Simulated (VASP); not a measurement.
Enthalpies of InAs started in several structure types, each of which keeps its space group, in meV/atom over the zinc blende form. These are PBEsol GGA, VASP's PBE PAW potentials (set 64) (plane waves; VASP 6.6.1) values and carry that method's errors.

```json
[
 {"P (GPa)": "0", "wurtzite": "8", "NiAs type": "181", "CsCl type": "349", "zinc blende": "0", "rock salt": "134"},
 {"P (GPa)": "5", "wurtzite": "13", "NiAs type": "26", "CsCl type": "158", "zinc blende": "0", "rock salt": "-30"},
 {"P (GPa)": "10", "wurtzite": "10", "NiAs type": "-114", "CsCl type": "-21", "zinc blende": "0", "rock salt": "-170"},
 {"P (GPa)": "20", "wurtzite": "5", "NiAs type": "-358", "CsCl type": "-340", "zinc blende": "0", "rock salt": "-430"},
 {"P (GPa)": "30", "wurtzite": "3", "NiAs type": "-578", "CsCl type": "-630", "zinc blende": "0", "rock salt": "-660"},
 {"P (GPa)": "45", "wurtzite": "-3", "NiAs type": "-877", "CsCl type": "-1019", "zinc blende": "0", "rock salt": "-970"}
]
```

Q: Which of these forms is stable at each pressure?

A: The zinc blende form is lowest at zero pressure; rock salt takes over from zinc blende near 4 GPa; CsCl type takes over from rock salt near 36 GPa (by linear interpolation, static lattice, among these forms alone).

Structures that changed their space group on the way, and pressures that one of them lacks, are left out.
